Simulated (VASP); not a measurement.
All values below come from RPBE GGA, VASP's PBE PAW potentials (set 64) (plane waves; VASP).

A VASP calculation is set up with these files.

File POSCAR:
```
MgS
3.7271170
  0.0000000000   0.7071067092   0.7071067092
  0.7071067092   0.0000000000   0.7071067092
  0.7071067092   0.7071067092   0.0000000000
Mg S
1 1
Cartesian
  0.0000000000   0.0000000000   0.0000000000
  0.7071067092   0.7071067092   0.7071067092
```

KPOINTS:
```
Automatic
0
gamma
  9 9 9
0 0 0
```

**INCAR**
```
SYSTEM = MgS
PREC = Accurate
ENCUT = 520
EDIFF = 1E-7
NELM = 100
ALGO = Normal
LREAL = .FALSE.
LASPH = .TRUE.
ISMEAR = 0
SIGMA = 0.05
GGA = RP
LWAVE = .FALSE.
LCHARG = .FALSE.
ISIF = 2
```

POTCAR, in this order: Mg S (PBE.64 set). Program: vasp_std.

The run wrote:

### OSZICAR
```
       N       E                     dE             d eps       ncg     rms          rms(c)
DAV:   1     0.233361309969E+02    0.23336E+02   -0.37350E+03   584   0.808E+02
DAV:   2    -0.736178951557E+01   -0.30698E+02   -0.29680E+02   776   0.104E+02
DAV:   3    -0.837719212898E+01   -0.10154E+01   -0.10154E+01   672   0.255E+01
DAV:   4    -0.838192786866E+01   -0.47357E-02   -0.47357E-02   920   0.197E+00
DAV:   5    -0.838193533761E+01   -0.74690E-05   -0.74690E-05   696   0.583E-02    0.494E+00
DAV:   6    -0.801201357507E+01    0.36992E+00   -0.94989E-01   576   0.485E+00    0.393E+00
DAV:   7    -0.797342225046E+01    0.38591E-01   -0.26031E-01   736   0.279E+00    0.254E+00
DAV:   8    -0.797585045798E+01   -0.24282E-02   -0.19811E-02   640   0.122E+00    0.983E-01
DAV:   9    -0.797565053411E+01    0.19992E-03   -0.61496E-04   688   0.205E-01    0.326E-01
DAV:  10    -0.797575433936E+01   -0.10381E-03   -0.30833E-04   816   0.127E-01    0.804E-02
DAV:  11    -0.797574361505E+01    0.10724E-04   -0.50356E-05   640   0.359E-02    0.185E-02
DAV:  12    -0.797574383711E+01   -0.22206E-06   -0.24649E-06   736   0.120E-02    0.111E-03
DAV:  13    -0.797574390518E+01   -0.68066E-07   -0.10180E-07   648   0.278E-03
   1 F= -.79757439E+01 E0= -.79757439E+01  d E =-.501557E-16
```

### OUTCAR
```
------------------------ aborting loop because EDIFF is reached ----------------------------------------
  FORCE on cell =-STRESS in cart. coord.  units (eV):
  Direction    XX          YY          ZZ          XY          YZ          ZX
  --------------------------------------------------------------------------------------
  Total        0.0031535      0.0031535      0.0031535     -0.0000000     -0.0000000      0.0000000
  in kB        0.1380053      0.1380053      0.1380053     -0.0000000     -0.0000000      0.0000000
  external PRESSURE =       0.1380053 kB  Pullay stress =       0.0000000 kB
  volume of cell :       36.61
      direct lattice vectors                 reciprocal lattice vectors
     0.000000000  2.635469437  2.635469437    -0.189719521  0.189719521  0.189719521
     2.635469437  0.000000000  2.635469437     0.189719521 -0.189719521  0.189719521
     2.635469437  2.635469437  0.000000000     0.189719521  0.189719521 -0.189719521
 POSITION                                       TOTAL-FORCE (eV/Angst)
 -----------------------------------------------------------------------------------
      0.00000      0.00000      0.00000        -0.000000      0.000000      0.000000
      2.63547      2.63547      2.63547         0.000000     -0.000000      0.000000
 -----------------------------------------------------------------------------------
    total drift:                                0.000000      0.000000      0.000000
  FREE ENERGIE OF THE ION-ELECTRON SYSTEM (eV)
  ---------------------------------------------------
  free  energy   TOTEN  =        -7.9757439052 eV

  energy  without entropy=       -7.9757439052  energy(sigma->0) =       -7.97574391
```
(Selected blocks of OUTCAR.)

The compound is MgS in the rock salt structure. It was relaxed first.
